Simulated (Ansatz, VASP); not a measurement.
# Mo (free-standing square Mo monolayer, spacing 2.904 A) in two plane-wave programs, part 2 of 2

Aim: how closely do two programs agree when they are given the same cell, functional and k mesh? The cell is taken from a series of runs on this material, whose earlier steps may have relaxed, scaled, displaced or heated it; both programs get it as it stands.

VASP 6.6.1 and Ansatz 0.2.0.

So far: Starting point; Ansatz: single point, PBE, pair 1; VASP: single point, PBE, pair 1.

## Step 3: VASP: single point, PBE, pair 1 (continued)

Level of this step: PBE, spin-polarised from an antiferromagnetic start; plane waves and PAW (Mo_sv) (VASP).

Numbers of over 12 decimals in the logs are rounded to 6 here.

Parts of OUTCAR (step 3):

```text
ion  position               nearest neighbor table
   1  0.000  0.000  0.500-   2 2.90   2 2.90
   2  0.000  0.500  0.500-   1 2.90   1 2.90

  LATTYP: Found a simple orthorhombic cell.
 ALAT       =     2.9040000000
 B/A-ratio  =     2.0000000000
 C/A-ratio  =     4.8209366391

 Subroutine GETGRP returns: Found  8 space group operations
 (whereof  8 operations were pure point group operations)

The static configuration has the point symmetry D_2h.

 Found     15 irreducible k-points:

   k-points           NKPTS =     15   k-points in BZ     NKDIM =     15   number of bands    NBANDS=     21

   dimension x,y,z NGX =    20 NGY =   40 NGZ =   96
   dimension x,y,z NGXF=    40 NGYF=   80 NGZF=  192

   ENCUT  =  400.0 eV  29.40 Ry    5.42 a.u.   4.74  9.47 22.83*2*pi/ulx,y,z

   NELECT =      28.0000    total number of electrons

 k-points in reciprocal lattice and weights: Automatic mesh
   0.00000000  0.00000000  0.00000000       0.031
   0.12500000  0.00000000  0.00000000       0.062
   0.25000000  0.00000000  0.00000000       0.062
   0.37500000  0.00000000  0.00000000       0.062
   0.50000000  0.00000000  0.00000000       0.031
   0.00000000  0.25000000  0.00000000       0.062
   0.12500000  0.25000000  0.00000000       0.125
   0.25000000  0.25000000  0.00000000       0.125
   0.37500000  0.25000000  0.00000000       0.125
[...]
0.37500000  0.50000000  0.00000000       0.062
   0.50000000  0.50000000  0.00000000       0.031

 average (electrostatic) potential at core
       1 -83.7085       2 -83.7085

 E-fermi :  -2.2617

 spin component 1
 k-point     1 :       0.0000    0.0000    0.0000
  band No.  band energies     occupation
    ...
      9      -6.1198      1.00000
     10      -4.8585      1.00000
     11      -3.8898      1.00000
     12      -3.8651      1.00000
     13      -3.4077      0.99999
     14      -1.5669      0.00096
     15      -1.3450      0.00010
     16      -1.1324      0.00001
     17      -0.9878      0.00000
     18      -0.5460      0.00000
    ...

 k-point     2 :       0.1250    0.0000    0.0000
  band No.  band energies     occupation
    ...
     10      -4.5426      1.00000
     11      -3.7617      1.00000
     12      -3.5096      1.00000
     13      -3.1541      0.99987
     14      -2.6311      0.97575
     15      -2.2347      0.43296
     16      -0.8674      0.00000
     17      -0.7089      0.00000
     18      -0.2351      0.00000
     19       0.1036      0.00000
    ...

 k-point     3 :       0.2500    0.0000    0.0000
  band No.  band energies     occupation
    ...
     10      -3.8597      1.00000
     11      -3.4979      1.00000
     12      -3.4845      1.00000
     13      -3.2202      0.99993
     14      -3.0488      0.99962
     15      -1.7659      0.00698
     16      -1.4184      0.00022
     17      -0.5458      0.00000
     18      -0.4704      0.00000
     19      -0.1089      0.00000
    ...

 k-point     4 :       0.3750    0.0000    0.0000
  band No.  band energies     occupation
    ...
      9      -4.6901      1.00000
     10      -4.3805      1.00000
     11      -3.9293      1.00000
     12      -3.2107      0.99992
     13      -2.6548      0.98076
     14      -2.1200      0.19522
     15      -1.7238      0.00459
     16      -1.0573      0.00001
     17      -0.2378      0.00000
     18       0.0280      0.00000
    ...

 k-point     5 :       0.5000    0.0000    0.0000
  band No.  band energies     occupation
    ...
     10      -4.1846      1.00000
     11      -4.1820      1.00000
     12      -3.0837      0.99973
     13      -2.4530      0.87139
     14      -2.3791      0.76385
     15      -1.2819      0.00006
     16      -0.6100      0.00000
     17      -0.0596      0.00000
     18       0.0890      0.00000
     19       1.7699      0.00000
    ...

 k-point     6 :       0.0000    0.2500    0.0000
  band No.  band energies     occupation
    ...
      9      -5.8169      1.00000
     10      -4.6944      1.00000
     11      -3.9111      1.00000
     12      -3.6810      1.00000
     13      -3.4003      0.99999
     14      -1.6546      0.00230
     15      -1.5885      0.00119
     16      -1.4052      0.00019
     17      -1.3404      0.00010
     18      -1.0364      0.00000
    ...

  Total       -8.5669938    -10.2893564     -0.2058468      0.0000000      0.0000000      0.0000000
  in kB      -58.1283212    -69.8148063     -1.3967011      0.0000000      0.0000000      0.0000000
  external PRESSURE =     -43.1132762 kB  Pullay stress =       0.0000000 kB

  energy-cutoff  :      400.00
  volume of cell :      236.13
      direct lattice vectors                 reciprocal lattice vectors
     2.904000000  0.000000000  0.000000000     0.344352617  0.000000000  0.000000000
     0.000000000  5.808000000  0.000000000     0.000000000  0.172176309  0.000000000
     0.000000000  0.000000000 14.000000000     0.000000000  0.000000000  0.071428571

 POSITION                                       TOTAL-FORCE (eV/Angst)
 -----------------------------------------------------------------------------------
      0.00000      0.00000      7.00000         0.000000      0.000000      0.000000
      0.00000      2.90400      7.00000         0.000000      0.000000      0.000000
 -----------------------------------------------------------------------------------
    total drift:                               -0.000000      0.000000      0.000000

  FREE ENERGIE OF THE ION-ELECTRON SYSTEM (eV)
  ---------------------------------------------------
  free  energy   TOTEN  =       -14.3062495309 eV

  energy  without entropy=      -14.1693822509  energy(sigma->0) =      -14.23781589

 total charge
# of ion       s       p       d       tot
------------------------------------------
    1        2.311   6.019   3.783  12.114
    2        2.311   6.019   3.783  12.114
--------------------------------------------------
tot          4.623  12.038   7.567  24.228

 magnetization (x)
# of ion       s       p       d       tot
------------------------------------------
    1        0.081   0.020   2.034   2.134
    2       -0.081  -0.020  -2.034  -2.134
--------------------------------------------------
tot          0.000   0.000   0.000   0.000

[... 1 further part left out ...]
```

## Step 4: Differences

Known differences besides the potentials themselves: VASP starts from the moments at which Ansatz ended; the cutoff is 420 eV in Ansatz and 400 eV in VASP; site moments are counted in spheres of each program's own size. Total energies have different zeros and are not compared.

Compared:

```
          quantity  Ansatz   VASP  difference
moment on Mo1 (μB)    2.04   2.13       -0.09
moment on Mo2 (μB)   -2.04  -2.13       +0.09
```

Where the cell holds vacuum, a pressure given here is an average over it and none of the material.

## Step 5: Ansatz: single point, PBE, pair 2

A single point takes one fixed geometry, so differences don't come from the geometry; what else differs is listed under the comparison.

The cell is taken from a series of runs on this material, whose earlier steps may have relaxed, scaled, displaced or heated it; both programs get it as it stands.

Contents of input.yaml:

```yaml
crystal:
  lattice:
    - [2.904, 0.0, 0.0]
    - [0.0, 5.808, 0.0]
    - [0.0, 0.0, 14.0]
  atoms:
    - { symbol: Mo, position: [0.0, 0.0, 0.5], spin: 2.04 }
    - { symbol: Mo, position: [0.0, 0.5, 0.5], spin: -2.04 }
magnetization:
  spin_polarized: true
kpoints:
  mp_grid: { grid: [19, 10, 1] }
hamiltonian:
  xc: pbe
scf:
  occupations: { method: fermi_dirac, width: 0.1 }
  max_iter: 120
  convergence: { dr2_threshold: 1.0e-08 }
basis:
  ecutwfc: 420.0
checkpoint:
  read: start
  write: ck
  compress: false
  write_wavefunctions: false
  write_every: 100000
```

Run with:

```bash
$ ansatz run input.yaml --threads 4 --pin off --max-ram 8192MiB --backend cpu --events-out ev --progress --plain --runs-dir out
```

Output:

```text
[...]
SCF converged after 9 iterations
Magnetization: 0.0000 μB (14.0000 up, 14.0000 down)
Absolute magnetization: 5.1032 μB (∫|ρ↑−ρ↓|, with the PAW one-centre terms)
[...]
Per-site moments (μB) at R_I (Å): [(1.952698, 1.1979), (-1.952694, 1.1979)]
Free energy (F): -9904.450155 eV
[...]
Internal energy: -9904.317889 eV  (E = F + TS)
E sigma→0 (E₀):  -9904.384022 eV
Entropy (-TS):   -0.132266 eV (-66.133 meV/atom)
Fermi energy:    -1.140724 eV
[...]
```

## Step 6: VASP: single point, PBE, pair 2

The same cell, functional, mesh and smearing now go to VASP, with its own data sets.

Contents of INCAR:

```
SYSTEM = Mo
PREC = Accurate
ENCUT = 400
EDIFF = 1E-06
NELM = 200
ISMEAR = -1
SIGMA = 0.1
LREAL = .FALSE.
ALGO = Normal
GGA = PE
NBANDS = 21
ISPIN = 2
MAGMOM = 1.95 -1.95
LASPH = .TRUE.
LMAXMIX = 4
LORBIT = 11
LWAVE = .FALSE.
LCHARG = .FALSE.
ISIF = 2
GGA_COMPAT = .FALSE.
```

Contents of POSCAR:

```
Mo
1.0
    2.9040000000      0.0000000000      0.0000000000
    0.0000000000      5.8080000000      0.0000000000
    0.0000000000      0.0000000000     14.0000000000
Mo
2
Direct
    0.0000000000      0.0000000000      0.5000000000
    0.0000000000      0.5000000000      0.5000000000
```

Contents of KPOINTS:

```
Automatic mesh
0
Gamma
19 10 1
0 0 0
```

Potentials, in the order of the species: Mo_sv (PBE family, release 64).

Run with:

```bash
$ mpirun -np 1 vasp_std
```

Output:

```text
[... set-up lines as in an earlier step ...]
 entering main loop
       N       E                     dE             d eps       ncg     rms          rms(c)
DAV:   1     0.144305418075E+03    0.14431E+03   -0.14829E+04  7288   0.844E+02
DAV:   2    -0.733767645385E+01   -0.15164E+03   -0.14797E+03  7042   0.236E+02
DAV:   3    -0.144043561335E+02   -0.70667E+01   -0.65156E+01  6265   0.397E+01
DAV:   4    -0.146215350981E+02   -0.21718E+00   -0.20852E+00  6360   0.548E+00
[...]
DAV:  21    -0.143155726227E+02   -0.11063E-04   -0.12403E-06  4651   0.587E-03    0.448E-04
DAV:  22    -0.143155745283E+02   -0.19055E-05   -0.25592E-07  3952   0.330E-03    0.144E-04
DAV:  23    -0.143155752035E+02   -0.67525E-06   -0.64039E-08  3708   0.125E-03
   1 F= -.14315575E+02 E0= -.14249306E+02  d E =-.132539E+00  mag=     0.0000
```

Parts of OUTCAR (step 6):

```text
  Total       -8.6560458    -10.3447843     -0.2041547      0.0000000      0.0000000      0.0000000
  in kB      -58.7325519    -70.1908926     -1.3852197      0.0000000      0.0000000      0.0000000
  external PRESSURE =     -43.4362214 kB  Pullay stress =       0.0000000 kB

  FREE ENERGIE OF THE ION-ELECTRON SYSTEM (eV)
  ---------------------------------------------------
  free  energy   TOTEN  =       -14.3155752035 eV

  energy  without entropy=      -14.1830366716  energy(sigma->0) =      -14.24930594

 magnetization (x)
# of ion       s       p       d       tot
------------------------------------------
    1        0.078   0.019   1.962   2.059
    2       -0.078  -0.019  -1.962  -2.059
--------------------------------------------------
tot          0.000   0.000  -0.000  -0.000

[... 2 parts as in an earlier step ...]

[... 2 further parts left out ...]
[key lines of the parts left out:]
E-fermi :  -2.2726
```

## Step 7: Differences

Both answers:

```
          quantity  Ansatz   VASP  difference
moment on Mo1 (μB)    1.95   2.06       -0.11
moment on Mo2 (μB)   -1.95  -2.06       +0.11
```

Where the cell holds vacuum, a pressure given here is an average over it and none of the material.

## Step 8: What came out

```json
{"difference in moment on Mo1 (single point, PBE, pair 1)": "-0.091 μB", "difference in moment on Mo1 (single point, PBE, pair 2)": "-0.11 μB"}
```

**Reading.** The difference in moment on Mo1 is -0.091 μB (single point, PBE, pair 1). Pairs 1 and 2 hold one cell, so they aren't independent. How closely two codes agree says nothing of how well the functional describes the real material.

[Lines on the potential files, build, host, timing and source positions are cut from VASP's logs without a mark.]

[Logs are printed without paths, hosts, clocks, repeated set-up lines and the standing remarks that a program may print on its own settings, such as how far it seeks lower states.]

[Hosts, paths, dates, database ids (printed as entryN), source tags and the programs' standing remarks are cut or masked in the printed files.]
